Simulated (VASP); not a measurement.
A convergence study with VASP on TaAl3 (space group I4/mmm): one setting is varied, all else stays as given below, so the limit is that of these other settings. Each run relaxes cell and ions from the cell shown.

```
Al3Ta
1.0
   -1.91710     1.91710     4.25129
    1.91710    -1.91710     4.25129
    1.91710     1.91710    -4.25129
Ta Al
1 3
Cartesian
  0.00000   0.00000   0.00000
  0.00000   0.00000   4.25129
  0.00000   1.91710   2.12565
  1.91710   0.00000   2.12565
```

Computed with PBEsol GGA, VASP's PBE PAW potentials (set 64) (plane waves; VASP). The tightest run used: 550 eV cut-off, 16×16×16 Γ-centred mesh, first-order Methfessel-Paxton smearing of 0.10 eV, potentials Ta_pv Al.

Problem. The settings run are 2×2×2 mesh; 3×3×3 mesh; 4×4×4 mesh; 5×5×5 mesh; 6×6×6 mesh; 7×7×7 mesh; 8×8×8 mesh; 9×9×9 mesh; 10×10×10 mesh; 11×11×11 mesh; 12×12×12 mesh; 13×13×13 mesh; 14×14×14 mesh; 15×15×15 mesh; 16×16×16 mesh. From which on does the relaxed volume stay within 0.02 Å³/atom of the tightest run?

Solution. From 4×4×4 mesh on: it is off by 0.010 there and by no more than 0.02 in any finer run, while 3×3×3 mesh is off by 0.104.
```
setting        relaxed volume (Å³/atom)  E (eV/atom)  irreducible k-points  difference judged (Å³/atom)
-------------  ------------------------  -----------  --------------------  ---------------------------
2×2×2 mesh                       15.679      -6.3876                     4                        0.082
3×3×3 mesh                       15.701      -6.4561                     6                        0.104
4×4×4 mesh                       15.607      -6.5197                    13                        0.010
5×5×5 mesh                       15.598      -6.5179                    18                        0.001
6×6×6 mesh                       15.588      -6.5247                    30                        0.009
7×7×7 mesh                       15.598      -6.5241                    40                        0.001
8×8×8 mesh                       15.598      -6.5250                    59                        0.001
9×9×9 mesh                       15.595      -6.5247                    75                        0.002
10×10×10 mesh                    15.598      -6.5241                   102                        0.000
11×11×11 mesh                    15.597      -6.5244                   126                        0.000
12×12×12 mesh                    15.599      -6.5243                   163                        0.001
13×13×13 mesh                    15.598      -6.5242                   196                        0.001
14×14×14 mesh                    15.599      -6.5242                   244                        0.001
15×15×15 mesh                    15.599      -6.5242                   288                        0.002
16×16×16 mesh                    15.597      -6.5243                   349                        0.000
```

Left out are rungs that failed or repeat a setting and relaxations that didn't move; long series are thinned to 24 rows.

The structure comes from a computed database's TaAl3 entry (I4/mmm); how it stands against other phases isn't given here.
